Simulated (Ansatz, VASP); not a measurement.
## CoNiO2 in VASP and in Ansatz

```
Ni Co O
1.0
     2.97359    0.00000    0.00000
     0.00000    2.97359    0.00000
     0.00000    0.00000    4.16522
Ni Co O
1 1 2
Direct
  0.00000 0.00000 0.00000
  0.50000 0.50000 0.50000
  0.00000 0.00000 0.50000
  0.50000 0.50000 0.00000
```

Change from the starting cell: volume scaled by 0.96.

Alike in both runs: task single point; functional PBE; k mesh 9 × 9 × 6; occupations fermi-dirac, width 0.05 eV; collinear spin, ferromagnetic start.

|  | VASP | Ansatz |
| --- | --- | --- |
| version | VASP 6.6.1 | Ansatz 0.2.0 |
| potentials or method | VASP PAW PBE potentials, release 64 (Ni, Co, O) | Ansatz PAW |
| plane-wave cutoff (eV) | 520 | 420 |
| valence electrons in the cell | 31 | 47 |

|  | VASP | Ansatz | Ansatz less VASP |
| --- | --- | --- | --- |
| gap on the k mesh at the Fermi level (eV) | none | none | - |
| pressure (GPa) | 3.4 | 3.8 | +0.48 |
| largest component of the traceless stress (GPa) | 1.40 | 1.54 | +0.141 |
| net moment per atom (μB) | 1.04 | 1.06 | +0.017 |
| size of the moment on the site where the two differ most (μB) | 2.23 | 2.17 | -0.064 |

Site moments also hang on the region over which each program counts them. A gap of «none» marks a metal or a gap that the smearing closes. With one functional, cell and mesh, what is left measures potentials, basis and numerics. The two sets of potentials don't hold the same shells in valence.

Caveats: semilocal functionals often make such compounds metallic where correlation or magnetic order opens a gap, which also shifts bond lengths; the pressure holds a Pulay correction of +0.8 GPa for the finite cutoff (Ansatz).
